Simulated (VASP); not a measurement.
Here is the system:

```xyz
2
Lattice="4.6688 0.0000 0.0000 0.0000 4.6688 0.0000 0.0000 0.0000 4.6688" Properties=species:S:1:pos:R:3 pbc="T T T"
Cs     0.0000     0.0000     0.0000
I      2.3344     2.3344     2.3344
```

Method: PBE GGA, VASP's PBE PAW potentials (set 64) (plane waves; VASP). Run with 400 eV cut-off, 7×7×7 Γ-centred mesh, Gaussian smearing of 0.010 eV, potentials Cs_sv I.

### Question
What does the run give for the energy per atom (σ→0)?

### Answer

```
Item                                    Value
---------------------  ----------------------
energy per atom (σ→0)  -262.6 kJ/mol of atoms
```

The absolute energy has meaning only against runs of the same code, potentials and settings.

The compound is CsI in the CsCl type structure. It was relaxed first, which changed the volume by +7 %.
